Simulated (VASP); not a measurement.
A convergence study with VASP on SnSe₂ (1T layered): one setting is varied, all else stays as given below, so the limit is that of these other settings.

```xyz
3
Lattice="1.9050 -3.2996 0.0000 1.9050 3.2996 0.0000 0.0000 0.0000 6.1400" Properties=species:S:1:pos:R:3 pbc="T T T"
Sn     0.0000     0.0000     0.0000
Se     1.9050     1.0999     1.5350
Se     1.9050    -1.0999     4.6050
```

Level of theory: PBE GGA, VASP's PBE PAW potentials (set 64) (plane waves; VASP). The tightest run used: 550 eV cut-off, 16×16×8 Γ-centred mesh, tetrahedra with Blöchl corrections, potentials Sn_d Se.

The reference is 16×16×8 mesh, which took about 6 core-minutes. Costs are core time on shared hosts, one run each; read them as rough ratios.

Task: Of the settings 3×3×2 mesh; 4×4×2 mesh; 5×5×2 mesh; 6×6×3 mesh; 7×7×4 mesh; 8×8×4 mesh; 9×9×4 mesh; 10×10×5 mesh; 11×11×6 mesh; 12×12×6 mesh; 13×13×6 mesh; 14×14×7 mesh; 15×15×8 mesh; 16×16×8 mesh, which is the lowest that keeps the difference from the reference in the stress, largest component (GPa) within 0.1 from there on, and what does it cost?

Result: 6×6×3 mesh; its cost over the reference is about 1/10.
```json
[
 {"setting": "3×3×2 mesh", "difference in the stress, largest component (GPa)": "2.67", "cost over the reference": "about 1/20"},
 {"setting": "4×4×2 mesh", "difference in the stress, largest component (GPa)": "0.85", "cost over the reference": "about 1/20"},
 {"setting": "5×5×2 mesh", "difference in the stress, largest component (GPa)": "0.32", "cost over the reference": "about 1/20"},
 {"setting": "6×6×3 mesh", "difference in the stress, largest component (GPa)": "0.08", "cost over the reference": "about 1/10"},
 {"setting": "7×7×4 mesh", "difference in the stress, largest component (GPa)": "0.03", "cost over the reference": "about 1/7"},
 {"setting": "8×8×4 mesh", "difference in the stress, largest component (GPa)": "0.01", "cost over the reference": "about 1/7"},
 {"setting": "9×9×4 mesh", "difference in the stress, largest component (GPa)": "0.00", "cost over the reference": "about 1/5"},
 {"setting": "10×10×5 mesh", "difference in the stress, largest component (GPa)": "0.00", "cost over the reference": "about 1/4"},
 {"setting": "11×11×6 mesh", "difference in the stress, largest component (GPa)": "0.00", "cost over the reference": "about 1/3"},
 {"setting": "12×12×6 mesh", "difference in the stress, largest component (GPa)": "0.00", "cost over the reference": "about 1/2"},
 {"setting": "13×13×6 mesh", "difference in the stress, largest component (GPa)": "0.00", "cost over the reference": "about 1/2"},
 {"setting": "14×14×7 mesh", "difference in the stress, largest component (GPa)": "0.00", "cost over the reference": "within a factor of 2"},
 {"setting": "15×15×8 mesh", "difference in the stress, largest component (GPa)": "0.00", "cost over the reference": "within a factor of 2"},
 {"setting": "16×16×8 mesh", "difference in the stress, largest component (GPa)": "0.00", "cost over the reference": "reference"}
]
```

Left out are rungs that failed or repeat a setting and relaxations that didn't move; long series are thinned to 24 rows.

The compound is SnSe2 in the 1T layered structure. The cell was not relaxed at this level, forces remain on its atoms.
